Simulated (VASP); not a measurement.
Consider the following.

```xyz
4
Lattice="3.9523 0.0000 0.0000 -1.9762 3.4228 0.0000 0.0000 0.0000 6.5258" Properties=species:S:1:pos:R:3 pbc="T T T"
Be     0.0000     2.2819     0.0047
Be     1.9762     1.1409     3.2677
Te     0.0000     2.2819     2.4424
Te     1.9762     1.1409     5.7053
```

Method: PBEsol GGA, VASP's PBE PAW potentials (set 64) (plane waves; VASP 6.6.1). Numerical set-up: 400 eV cut-off, Gaussian smearing of 0.050 eV, potentials Be Te.

Unless said otherwise, spin-orbit coupling is left out, though it shifts the bands of the heavy elements here.

### Question
Give the energies of bands 3 to 11 at the high-symmetry points, in eV from the valence-band maximum.

### Answer

```csv
band,Γ,M,K,A,L,H
3,-5.77,-5.38,-4.71,-3.53,-5.52,-5.13
4,-1.27,-4.62,-4.48,-3.53,-5.52,-5.13
5,-1.27,-3.94,-4.48,-0.73,-2.15,-4.03
6,-0.20,-2.77,-3.09,-0.73,-2.15,-4.03
7,0.00,-2.46,-3.09,-0.73,-2.14,-1.77
8,0.00,-1.25,-3.01,-0.73,-2.14,-1.77
9,2.74,2.10,2.13,3.20,2.39,3.21
10,3.33,3.71,6.03,3.20,2.39,3.21
11,3.33,4.19,6.04,4.18,3.35,4.71
```

The gap is indirect, 2.10 eV, from the valence maximum at Γ to the conduction minimum at M.

The structure was generated: BeTe was put into the wurtzite type (P6_3mc), which need not be its known phase. It was relaxed first, which changed the volume by +12 %.
